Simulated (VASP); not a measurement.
A VASP calculation is set up with these files.

### INCAR
```
# general
SYSTEM  = SnSe2
PREC    = Accurate
ENCUT   = 480
LREAL   = .False.
LASPH   = .True.

# electronic loop
EDIFF   = 1E-7
NELM    = 100
ALGO    = Normal
LMAXMIX = 4

# smearing
ISMEAR  = 0
SIGMA   = 0.05

# functional
GGA     = PS

# ions
ISIF    = 2

# output
LWAVE   = .False.
LCHARG  = .False.
```

**KPOINTS**
```
Automatic mesh
0
Gamma
 6 6 4
```

**POSCAR**
```
SnSe2
1
    1.8906763516    -3.2747477126     0.0000000000
    1.8906763516     3.2747477126     0.0000000000
    0.0000000000     0.0000000000     6.1939927505
Sn Se
1 2
Direct
  0.0000000000   0.0000000000   0.0000000000
  0.3333330000   0.6666670000   0.2532711771
  0.6666670000   0.3333330000   0.7467288229
```

POTCAR, in this order: Sn_d Se (PBE.64 set). Program: vasp_std.

Question: Translate this PBEsol calculation to Quantum ESPRESSO's pw.x.

Answer: One equivalent input (not run):
```
&CONTROL
  calculation = 'scf'
  pseudo_dir = './pseudo'
  outdir = './out'
  tprnfor = .true.
  tstress = .true.
/
&SYSTEM
  ibrav = 0
  nat = 3
  ntyp = 2
  ecutwfc = 86
  occupations = 'smearing'
  smearing = 'gaussian'
  degauss = 0.003675
  input_dft = 'pbesol'
/
&ELECTRONS
  conv_thr = 7.3e-09
  electron_maxstep = 100
/
ATOMIC_SPECIES
  Sn 118.710 Sn.upf
  Se 78.971 Se.upf
CELL_PARAMETERS angstrom
     1.8906764   -3.2747477    0.0000000
     1.8906764    3.2747477    0.0000000
     0.0000000    0.0000000    6.1939928
ATOMIC_POSITIONS crystal
  Sn   0.0000000  0.0000000  0.0000000
  Se   0.3333330  0.6666670  0.2532712
  Se   0.6666670  0.3333330  0.7467288
K_POINTS automatic
  6 6 4 0 0 0
```
What does not carry over: the potentials are each code's own (VASP's PAW set, PseudoDojo norm-conserving files in pw.x), so ENCUT and ecutwfc are chosen apart and not converted; conv_thr bounds pw.x's estimated SCF error, while EDIFF bounds the energy change between steps.

The compound is SnSe2 in the 1T layered structure. This cell was strained or had an atom moved on purpose.
